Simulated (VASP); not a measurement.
Output of a VASP run:

File OSZICAR:
```
...
RMM:   2    -0.324899104027E+03   -0.39871E-03   -0.39571E-03   640   0.125E-01    0.522E-02
RMM:   3    -0.324899156085E+03   -0.52057E-04   -0.82353E-04   658   0.592E-02    0.258E-02
RMM:   4    -0.324899171151E+03   -0.15066E-04   -0.15709E-04   662   0.280E-02    0.189E-02
RMM:   5    -0.324899175309E+03   -0.41584E-05   -0.31877E-05   423   0.129E-02
  20 F= -.32489918E+03 E0= -.32488034E+03  d E =-.209684E-01  mag=     3.0000
       N       E                     dE             d eps       ncg     rms          rms(c)
DAV:   1    -0.324907786267E+03   -0.86151E-02   -0.52856E-01   656   0.130E+00    0.320E-01
RMM:   2    -0.324910195087E+03   -0.24088E-02   -0.24170E-02   640   0.340E-01    0.128E-01
RMM:   3    -0.324910421447E+03   -0.22636E-03   -0.43939E-03   652   0.157E-01    0.629E-02
RMM:   4    -0.324910496084E+03   -0.74638E-04   -0.89601E-04   668   0.726E-02    0.487E-02
RMM:   5    -0.324910515899E+03   -0.19815E-04   -0.18615E-04   673   0.327E-02    0.221E-02
RMM:   6    -0.324910523545E+03   -0.76456E-05   -0.43419E-05   492   0.155E-02
  21 F= -.32491052E+03 E0= -.32489301E+03  d E =-.113482E-01  mag=     3.0000
       N       E                     dE             d eps       ncg     rms          rms(c)
DAV:   1    -0.324911252720E+03   -0.73682E-03   -0.77831E-02   720   0.500E-01    0.123E-01
RMM:   2    -0.324911589817E+03   -0.33710E-03   -0.35336E-03   640   0.130E-01    0.483E-02
RMM:   3    -0.324911630677E+03   -0.40860E-04   -0.63339E-04   655   0.602E-02    0.236E-02
RMM:   4    -0.324911640693E+03   -0.10016E-04   -0.12267E-04   660   0.274E-02    0.183E-02
RMM:   5    -0.324911642908E+03   -0.22150E-05   -0.24316E-05   410   0.122E-02
  22 F= -.32491164E+03 E0= -.32489461E+03  d E =-.124676E-01  mag=     3.0000
       N       E                     dE             d eps       ncg     rms          rms(c)
DAV:   1    -0.324914203971E+03   -0.25633E-02   -0.27021E-01   656   0.956E-01    0.234E-01
RMM:   2    -0.324915299768E+03   -0.10958E-02   -0.12797E-02   640   0.254E-01    0.914E-02
RMM:   3    -0.324915453619E+03   -0.15385E-03   -0.22892E-03   656   0.116E-01    0.465E-02
RMM:   4    -0.324915478866E+03   -0.25247E-04   -0.41078E-04   677   0.519E-02    0.333E-02
RMM:   5    -0.324915486629E+03   -0.77634E-05   -0.83204E-05   619   0.225E-02
  23 F= -.32491549E+03 E0= -.32489844E+03  d E =-.384372E-02  mag=     3.0000
       N       E                     dE             d eps       ncg     rms          rms(c)
DAV:   1    -0.324915489446E+03   -0.10581E-04   -0.35021E-05   656   0.124E-02    0.501E-03
RMM:   2    -0.324915489686E+03   -0.24011E-06   -0.29028E-06   349   0.386E-03    0.323E-03
RMM:   3    -0.324915489755E+03   -0.68605E-07   -0.51878E-07   194   0.197E-03    0.194E-03
RMM:   4    -0.324915489775E+03   -0.20162E-07   -0.15730E-07   124   0.160E-03
  24 F= -.32491549E+03 E0= -.32489844E+03  d E =-.384687E-02  mag=     3.0000
       N       E                     dE             d eps       ncg     rms          rms(c)
DAV:   1    -0.324916462525E+03   -0.97277E-03   -0.92226E-02   656   0.576E-01    0.141E-01
RMM:   2    -0.324916842436E+03   -0.37991E-03   -0.42641E-03   640   0.147E-01    0.560E-02
RMM:   3    -0.324916889013E+03   -0.46577E-04   -0.78733E-04   655   0.683E-02    0.271E-02
RMM:   4    -0.324916899825E+03   -0.10812E-04   -0.15605E-04   673   0.311E-02    0.185E-02
RMM:   5    -0.324916902443E+03   -0.26177E-05   -0.28765E-05   424   0.136E-02
  25 F= -.32491690E+03 E0= -.32489935E+03  d E =-.141267E-02  mag=     3.0000
```

OUTCAR:
```
------------------------ aborting loop because EDIFF is reached ----------------------------------------
  FORCE on cell =-STRESS in cart. coord.  units (eV):
  Direction    XX          YY          ZZ          XY          YZ          ZX
  --------------------------------------------------------------------------------------
  Total        8.8311673      8.8626359      8.8577513      4.5373282     -4.5272708      4.5719161
  in kB       10.8149660     10.8535036     10.8475218      5.5565758     -5.5442591      5.5989334
  external PRESSURE =      10.8386638 kB  Pullay stress =       0.0000000 kB
  volume of cell :     1308.29
      direct lattice vectors                 reciprocal lattice vectors
    10.937074700  0.000000000  0.000000000     0.091432127  0.000000000  0.000000000
     0.000000000 10.937074700  0.000000000     0.000000000  0.091432127  0.000000000
     0.000000000  0.000000000 10.937074700     0.000000000  0.000000000  0.091432127
 POSITION                                       TOTAL-FORCE (eV/Angst)
 -----------------------------------------------------------------------------------
      5.46174      0.02501      0.02165        -0.000338     -0.011023     -0.004957
      6.78973      1.44753      1.44846         0.009100     -0.005608     -0.013297
      8.17222      2.76686      0.04707        -0.005511      0.005392      0.006593
      9.49333      4.14889      1.44655         0.002619     -0.010480     -0.009488
      8.17160      0.04587      2.76680        -0.007407      0.001715      0.006814
      9.48888      1.44963      4.14804         0.002852     -0.007568      0.002047
     10.93058      0.00906      0.00951         0.008279     -0.013997     -0.008727
      1.32177      1.38998      1.39055         0.002731     -0.003593     -0.000238
      2.69955      2.72836      0.00086         0.014356      0.003386     -0.011526
      4.06085      4.11159      1.35173         0.009945      0.022549      0.008280
      5.46586      5.47259      0.00664        -0.004901      0.003104      0.004397
      6.82695      6.87663      1.35283        -0.013322     -0.006218      0.001378
      8.21078      8.23789      0.00029        -0.012874     -0.012927     -0.002707
      9.54872      9.61751      1.38896         0.002332     -0.005763      0.000208
      2.70119      0.00009      2.72752         0.002151     -0.009181      0.005089
      4.06086      1.35044      4.11246         0.015154      0.014900      0.018046
      5.37028      2.82585      2.82627         0.006604     -0.003650      0.000692
      8.11395      5.56587      2.82554         0.001255     -0.003208     -0.001941
      9.58752      6.87628      4.11152        -0.014283     -0.005114      0.021955
      5.46483      0.00489      5.47428         0.008160      0.002417     -0.001106
      6.82666      1.35023      6.87856        -0.016406      0.008151     -0.010161
      8.10952      2.82630      5.56799         0.007920      0.006680     -0.010066
      9.58733      4.11079      6.87636        -0.016127      0.012578     -0.001625
      8.21243     10.93595      8.23892        -0.010902     -0.004732     -0.014514
      9.54911      1.38904      9.61873        -0.000021     -0.002918     -0.007244
     10.91534      5.47752      0.02064         0.008204     -0.000398     -0.006753
      1.34708      6.86325      1.35409         0.003018      0.000651      0.009449
      2.74037      8.19938     10.91249         0.000534     -0.008753      0.005202
      4.07609      9.59236      1.35386         0.006654      0.002280      0.010099
     10.89255      2.76732      2.76721        -0.001329      0.004362      0.004729
      1.35610      4.11219      4.11384        -0.006583      0.022496      0.017472
      2.69900      5.47674      2.71144         0.008932     -0.006328      0.013126
      4.16505      6.77410      4.02084        -0.004609      0.002885      0.001526
      5.46249      8.23998      2.71123        -0.000182     -0.007361      0.013592
      6.82637      9.58251      4.11406        -0.017834      0.007624      0.009677
     10.91290      0.02593      5.47804         0.008141     -0.012485     -0.007101
      1.34802      1.35398      6.86448        -0.003106      0.010567      0.001078
      2.69957      2.71064      5.47735         0.010777      0.010400     -0.004595
      4.16892      4.02066      6.76968        -0.000733      0.009093      0.000068
      6.91742      6.77084      6.77066        -0.006135     -0.000513      0.002474
      8.22746      8.23851      5.47661        -0.002599     -0.014341     -0.005588
      9.58444      9.58978      6.86347        -0.009750      0.007562     -0.003243
      2.73984     10.91105      8.20050         0.005861      0.008855     -0.009467
      4.07441      1.35704      9.59033         0.003481      0.006027      0.003680
      5.46292      2.71267      8.23861         0.000446      0.002084     -0.004963
      6.82609      4.11245      9.58400        -0.010919      0.013908      0.001549
      8.22639      5.47500      8.23793        -0.002756     -0.002771     -0.007160
      9.58214      6.86392      9.58907        -0.003562     -0.003946      0.004194
      0.00028      8.23817      2.72709         0.009560     -0.013553      0.004449
      1.36221      9.57550      4.11489         0.012378     -0.006290      0.012585
     10.93263      5.47315      5.47444         0.004284     -0.010994     -0.011493
      1.39321      6.82084      6.82230        -0.000982      0.012112      0.004185
      2.78685      8.15116      5.44314         0.005185     -0.005084      0.003970
      4.11662      9.54484      6.82245        -0.007125      0.003235      0.000562
      0.00107      2.72623      8.23886         0.006264      0.012801     -0.020989
      1.36580      4.11474      9.57190         0.005592      0.013085     -0.003258
...
```
(Selected blocks of OUTCAR.)

**POSCAR**
```
SnSi62
1
   10.9370747000     0.0000000000     0.0000000000
    0.0000000000    10.9370747000     0.0000000000
   -0.0000000000    -0.0000000000    10.9370747000
Si Sn
62 1
Direct
  0.5000000000   0.0000000000   0.0000000000
  0.6250000000   0.1250000000   0.1250000000
  0.7500000000   0.2500000000   0.0000000000
  0.8750000000   0.3750000000   0.1250000000
  0.7500000000   0.0000000000   0.2500000000
  0.8750000000   0.1250000000   0.3750000000
  0.0000000000   0.0000000000   0.0000000000
  0.1250000000   0.1250000000   0.1250000000
  0.2500000000   0.2500000000   0.0000000000
  0.3750000000   0.3750000000   0.1250000000
  0.5000000000   0.5000000000   0.0000000000
  0.6250000000   0.6250000000   0.1250000000
  0.7500000000   0.7500000000   0.0000000000
  0.8750000000   0.8750000000   0.1250000000
  0.2500000000   0.0000000000   0.2500000000
  0.3750000000   0.1250000000   0.3750000000
  0.5038330000   0.2489660000   0.2481120000
  0.7510750000   0.4997040000   0.2477480000
  0.8750000000   0.6250000000   0.3750000000
  0.5000000000   0.0000000000   0.5000000000
  0.6250000000   0.1250000000   0.6250000000
  0.7503710000   0.2542170000   0.5007710000
  0.8750000000   0.3750000000   0.6250000000
  0.7500000000   0.0000000000   0.7500000000
  0.8750000000   0.1250000000   0.8750000000
  0.0000000000   0.5000000000   0.0000000000
  0.1250000000   0.6250000000   0.1250000000
  0.2500000000   0.7500000000   0.0000000000
  0.3750000000   0.8750000000   0.1250000000
  0.0000000000   0.2500000000   0.2500000000
  0.1250000000   0.3750000000   0.3750000000
  0.2500000000   0.5000000000   0.2500000000
  0.3750000000   0.6250000000   0.3750000000
  0.5000000000   0.7500000000   0.2500000000
  0.6250000000   0.8750000000   0.3750000000
  0.0000000000   0.0000000000   0.5000000000
  0.1250000000   0.1250000000   0.6250000000
  0.2500000000   0.2500000000   0.5000000000
  0.3750000000   0.3750000000   0.6250000000
  0.6250000000   0.6250000000   0.6250000000
  0.7500000000   0.7500000000   0.5000000000
  0.8750000000   0.8750000000   0.6250000000
  0.2500000000   0.0000000000   0.7500000000
  0.3750000000   0.1250000000   0.8750000000
  0.5000000000   0.2500000000   0.7500000000
  0.6250000000   0.3750000000   0.8750000000
  0.7500000000   0.5000000000   0.7500000000
  0.8750000000   0.6250000000   0.8750000000
  0.0000000000   0.7500000000   0.2500000000
  0.1250000000   0.8750000000   0.3750000000
  0.0000000000   0.5000000000   0.5000000000
  0.1250000000   0.6250000000   0.6250000000
  0.2500000000   0.7500000000   0.5000000000
  0.3750000000   0.8750000000   0.6250000000
  0.0000000000   0.2500000000   0.7500000000
  0.1250000000   0.3750000000   0.8750000000
  0.2500000000   0.5000000000   0.7500000000
  0.3750000000   0.6250000000   0.8750000000
  0.5000000000   0.7500000000   0.7500000000
  0.6250000000   0.8750000000   0.8750000000
  0.0000000000   0.7500000000   0.7500000000
  0.1250000000   0.8750000000   0.8750000000
  0.5030210000   0.4970120000   0.5037240000
```

Reconstruct the remaining input files.

This is not unique; one that fits is the input of the run itself, PBE GGA, plane waves, VASP's PBE PAW potentials (set 64).

**KPOINTS**
```
Automatic mesh
0
Gamma
1 1 1
0 0 0
```

### INCAR
```
SYSTEM=SnSi62
PREC=Normal; ENCUT=400; LREAL=Auto
LASPH=.True.; ISYM=0; NELECT=253.0
EDIFF=1E-5; NELM=100; NELMIN=4
ALGO=Fast; LMAXMIX=4
ISMEAR=0; SIGMA=0.05
GGA=PE
ISPIN=2; MAGMOM=63*0.0476; NUPDOWN=3
IBRION=2; NSW=70; ISIF=2
EDIFFG=-0.03
LWAVE=.True.; LCHARG=.False.; LORBIT=10
```

POTCAR, in this order: Si Sn (PBE.64 set). Program: vasp_gam.

The cell is charged, with a uniform compensating background. The supercell is sampled at Γ alone, which is coarse: total energies, pressure and levels can be off, energies of defects by several tenths of an eV.

The cell is a supercell with a defect, built from Si (diamond): Sn_Si-vac_Si, charge -1.
